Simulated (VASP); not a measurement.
Crystal: GaSb.

```
CELL_PARAMETERS angstrom
0.00000 3.05740 3.05740
3.05740 0.00000 3.05740
3.05740 3.05740 0.00000
ATOMIC_POSITIONS crystal
Ga 0.00000 0.00000 0.00000
Sb 0.25000 0.25000 0.25000
```

Base run:

| Quantity | Value |
| --- | --- |
| Program | VASP 6.6.1 |
| Functional | PBE |
| Potentials or basis | VASP PAW PBE potentials, release 64 (Ga_d, Sb) |
| Cutoff | 520 eV |
| k mesh | 10 × 10 × 10 |
| Occupations | gaussian, width 0.03 eV |
| Spin | no spin polarisation |

Its results: band gap on the k mesh 0.05 eV, direct.

Task: After a change of settings the same cell gave: band gap on the k mesh 0.87 eV, direct. Which change was it?
A. functional from PBE to TB-mBJ
B. functional from PBE to r2SCAN
C. further incar settings from ALGO = Normal; EDIFF = 1e-06 to ALGO = Normal; EDIFF = 1e-06; NBANDS = 41

Result: A.

Caveats: spin-orbit coupling is left out, which moves the levels of the heavy elements.
